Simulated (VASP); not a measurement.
Consider the following.

```
CELL_PARAMETERS angstrom
      0.00000     3.49771     3.49771
      3.49771     0.00000     3.49771
      3.49771     3.49771     0.00000
ATOMIC_POSITIONS crystal
  Sr 0.00000 0.00000 0.00000
  Cl 0.25000 0.25000 0.25000
  Cl 0.75000 0.75000 0.75000
```

Calculation: r2SCAN meta-GGA, VASP's PBE PAW potentials (set 64) (plane waves; VASP). Run with PREC = Normal, EDIFF = 1E-5, 400 eV cut-off, 7×7×7 Γ-centred mesh, Gaussian smearing of 0.050 eV, potentials Sr_sv Cl.

Task: Estimate the energy per atom (σ→0).

Result: 
```yaml
energy per atom (σ→0): -1147.8 kJ/mol of atoms
```

Total energies compare only between runs with the same potentials, cut-off and functional.

The compound is SrCl2 in the fluorite structure. It was relaxed first.
